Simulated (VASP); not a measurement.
Given:

```yaml
crystal:
  lattice:
    - [0.00000, 2.83177, 2.83177]
    - [2.83177, 0.00000, 2.83177]
    - [2.83177, 2.83177, 0.00000]
  atoms:
    - { symbol: Na, position: [0.00000, 0.00000, 0.00000] }
    - { symbol: Cl, position: [0.50000, 0.50000, 0.50000] }
```

All values below come from vdW-DF2, VASP's PBE PAW potentials (set 64) (plane waves; VASP 6.6.1). Settings: 520 eV cut-off, Gaussian smearing of 0.050 eV, potentials Na_pv Cl.

### Question
Give the energies of bands 5 to 10 at the high-symmetry points, in eV from the valence-band maximum.

### Answer

```
band      Γ      X      U      L      W
----  -----  -----  -----  -----  -----
5      0.00  -1.63  -1.38  -1.90  -1.16
6      0.00  -0.59  -1.10  -0.26  -1.16
7      0.00  -0.59  -0.49  -0.26  -0.75
8      4.91   7.27   8.05   7.21   8.54
9     11.04   8.11   8.93  10.35   9.67
10    11.04  11.20  10.48  10.83   9.67
```

The gap is direct, 4.91 eV, from the valence maximum at Γ to the conduction minimum at Γ.

Measured: gap 8.97 eV (computed value off by -4.06 eV), as given by Wei Chen et al., Physical Review Materials (2018), doi:10.1103/physrevmaterials.2.073803.

The compound is NaCl in the rock salt structure. It was relaxed first.
